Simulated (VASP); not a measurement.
Level of theory: PBEsol GGA, VASP's PBE PAW potentials (set 64) (plane waves; VASP).

Input for VASP

### INCAR
```
SIGMA=0.1   # width (eV)
ISIF=3
EDIFFG=-0.01   # ionic stop
SYSTEM=YB
LREAL=F   # projection in real space or not
LCHARG=F
NELM=100
LWAVE=F
NSW=60   # most ionic steps
LASPH=T   # aspherical one-centre terms
IBRION=2   # conjugate gradients
EDIFF=1E-6   # SCF stop (eV)
ENCUT=520
GGA=PS   # PBEsol
LMAXMIX=4
PREC=Accurate
ISMEAR=1
ALGO=Normal
```

### KPOINTS
```
Automatic mesh
0
Gamma
10 10 10
0 0 0
```

POSCAR:
```
YB
1
    0.0000000000     2.9592000000     2.9592000000
    2.9592000000     0.0000000000     2.9592000000
    2.9592000000     2.9592000000     0.0000000000
Y B
1 1
Direct
  0.0000000000   0.0000000000   0.0000000000
  0.5000000000   0.5000000000   0.5000000000
```

POTCAR, in this order: Y_sv B (PBE.64 set). Program: vasp_std.

Energy and stress use the plane-wave basis of the starting cell.

Question: Estimate the energy per atom (σ→0), volume per atom, band gap (on the k-mesh).

Answer: 
- energy per atom (σ→0): -6.614 eV/atom
- band gap (on the k-mesh): none (metal, semimetal or under 0.01 eV)
- volume per atom: 18.53 Å^3/atom

**OSZICAR**
```
...
       N       E                     dE             d eps       ncg     rms          rms(c)
DAV:   1    -0.132284842713E+02   -0.13948E-03   -0.26535E-03  1366   0.422E-01    0.919E-02
DAV:   2    -0.132283780604E+02    0.10621E-03   -0.23572E-04  1247   0.145E-01    0.495E-02
DAV:   3    -0.132283570386E+02    0.21022E-04   -0.21293E-04  1503   0.862E-02    0.460E-02
DAV:   4    -0.132283607327E+02   -0.36941E-05   -0.77768E-06  1205   0.278E-02    0.190E-02
DAV:   5    -0.132283623703E+02   -0.16376E-05   -0.68826E-06  1629   0.131E-02    0.433E-03
DAV:   6    -0.132283624518E+02   -0.81465E-07   -0.19084E-07   568   0.397E-03
  16 F= -.13228362E+02 E0= -.13227474E+02  d E =-.259823E-03
```

The structure was generated: YB was put into the rock salt type (Fm-3m), which need not be its known phase. This run relaxes it. Symmetry was kept, so distortions that lower it aren't found.
